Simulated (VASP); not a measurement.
## MgAl (space group P-6m2): computed properties

The numbers are results of PBEsol GGA, VASP's PBE PAW potentials (set 64) (plane waves; VASP 6.6.1), not measurements.

```
Property                                                                               Result
----------------------------------  ---------------------------------------------------------
space group                                                                       P-6m2 (187)
cell                                a = b = 2.993 Å, c = 4.922 Å, α = β = 90.00°, γ = 120.00°
volume per atom                                                                19.09 Å^3/atom
band gap (over mesh and band path)                   none (metal, semimetal or under 0.01 eV)
Hill bulk modulus                                                                    54.7 GPa
Hill shear modulus                                                                   11.5 GPa
Poisson's ratio                                                                         0.402
density                                                                            2.23 g/cm³
optical Γ-point spectrum                                                   141 (×2), 282 cm⁻¹
C11                                                                                  85.3 GPa
C12                                                                                  48.3 GPa
C13                                                                                  25.9 GPa
C33                                                                                   123 GPa
C44                                                                                   2.5 GPa
C66                                                                                  18.5 GPa
```

```cif
data_AlMg
_chemical_formula_sum 'Mg1 Al1'
_space_group_name_H-M_alt 'P-6m2'
_space_group_IT_number 187
_space_group_name_Hall 'P -6 2'
_cell_length_a 2.99284
_cell_length_b 2.99284
_cell_length_c 4.92237
_cell_angle_alpha 90.000
_cell_angle_beta 90.000
_cell_angle_gamma 120.000
loop_
_atom_site_label
_atom_site_type_symbol
_atom_site_symmetry_multiplicity
_atom_site_Wyckoff_symbol
_atom_site_fract_x
_atom_site_fract_y
_atom_site_fract_z
_atom_site_occupancy
Mg1 Mg 1 b 0.00000 0.00000 0.50000 1
Al1 Al 1 c 0.33333 0.66667 0.00000 1
```

Finite-difference elastic constants of metals are sensitive to mesh and smearing; shear constants can be off by tens of GPa.

The structure comes from a computed database's MgAl entry (P-6m2); how it stands against other phases isn't given here. It was relaxed first. Symmetry was kept, so distortions that lower it aren't found. The electron count is odd and the run is not spin-polarised, which forces a metal.
